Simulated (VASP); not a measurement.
All values below come from PBE GGA, VASP's PBE PAW potentials (set 64) (plane waves; VASP).

The input files of a VASP run:

### KPOINTS
```
Automatic
0
Gamma
9 9 5
0 0 0
```

**POSCAR**
```
Ho
3.580
  0.5000000000  -0.8660254190   0.0000000000
  0.5000000000   0.8660254190   0.0000000000
  0.0000000000   0.0000000000   1.5698324022
Ho
2
Direct
  0.3333330000   0.6666670000   0.2500000000
  0.6666670000   0.3333330000   0.7500000000
```

### INCAR
```
SYSTEM = Ho
PREC = Accurate
ENCUT = 400
EDIFF = 1E-6
NELM = 100
ALGO = Normal
LREAL = .FALSE.
LASPH = .TRUE.
ISMEAR = 1
SIGMA = 0.1
GGA = PE
LMAXMIX = 6
LWAVE = .FALSE.
LCHARG = .FALSE.
ISIF = 2
```

POTCAR, in this order: Ho_3 (PBE.64 set). Program: vasp_std.

Output

File OSZICAR:
```
       N       E                     dE             d eps       ncg     rms          rms(c)
DAV:   1     0.567315229450E+02    0.56732E+02   -0.76982E+03  1152   0.108E+03
DAV:   2    -0.519376242429E+01   -0.61925E+02   -0.60738E+02  1370   0.448E+02
DAV:   3    -0.882232577018E+01   -0.36286E+01   -0.34844E+01  1563   0.788E+01
DAV:   4    -0.900960281955E+01   -0.18728E+00   -0.17591E+00  1647   0.115E+01
DAV:   5    -0.901440545734E+01   -0.48026E-02   -0.47954E-02  1546   0.160E+00    0.240E+01
DAV:   6    -0.901609303791E+01   -0.16876E-02   -0.24731E-02  1558   0.206E+00    0.143E+01
DAV:   7    -0.902498134193E+01   -0.88883E-02   -0.45467E-02  1494   0.289E+00    0.294E-01
DAV:   8    -0.902471743138E+01    0.26391E-03   -0.27491E-03  1355   0.560E-01    0.616E-02
DAV:   9    -0.902473417881E+01   -0.16747E-04   -0.20320E-04  1584   0.166E-01    0.328E-02
DAV:  10    -0.902472808410E+01    0.60947E-05   -0.27339E-05  1576   0.543E-02    0.428E-02
DAV:  11    -0.902472873466E+01   -0.65056E-06   -0.20630E-06  1008   0.158E-02
   1 F= -.90247287E+01 E0= -.90252017E+01  d E =0.141903E-02
```

File OUTCAR:
```
------------------------ aborting loop because EDIFF is reached ----------------------------------------
  FORCE on cell =-STRESS in cart. coord.  units (eV):
  Direction    XX          YY          ZZ          XY          YZ          ZX
  --------------------------------------------------------------------------------------
  Total        0.1258842      0.1258842     -0.0162652     -0.0000000      0.0000000      0.0000000
  in kB        3.2333213      3.2333215     -0.4177700     -0.0000000      0.0000000      0.0000000
  external PRESSURE =       2.0162909 kB  Pullay stress =       0.0000000 kB
  volume of cell :       62.38
      direct lattice vectors                 reciprocal lattice vectors
     1.790000000 -3.100371000  0.000000000     0.279329609 -0.161271022  0.000000000
     1.790000000  3.100371000  0.000000000     0.279329609  0.161271022  0.000000000
     0.000000000  0.000000000  5.620000000     0.000000000  0.000000000  0.177935943
 POSITION                                       TOTAL-FORCE (eV/Angst)
 -----------------------------------------------------------------------------------
      1.79000      1.03346      1.40500        -0.000000      0.000000      0.000000
      1.79000     -1.03346      4.21500         0.000000     -0.000000      0.000000
 -----------------------------------------------------------------------------------
    total drift:                               -0.000002      0.000090     -0.000012
  FREE ENERGIE OF THE ION-ELECTRON SYSTEM (eV)
  ---------------------------------------------------
  free  energy   TOTEN  =        -9.0247287347 eV

  energy  without entropy=       -9.0261477620  energy(sigma->0) =       -9.02520174
```
(Selected blocks of OUTCAR.)

The 4f electrons are frozen in the core of the lanthanide potential, so 4f levels, which can set the real gap, and their magnetism are missing.

The compound is Ho in the hcp structure. The cell was not relaxed at this level.
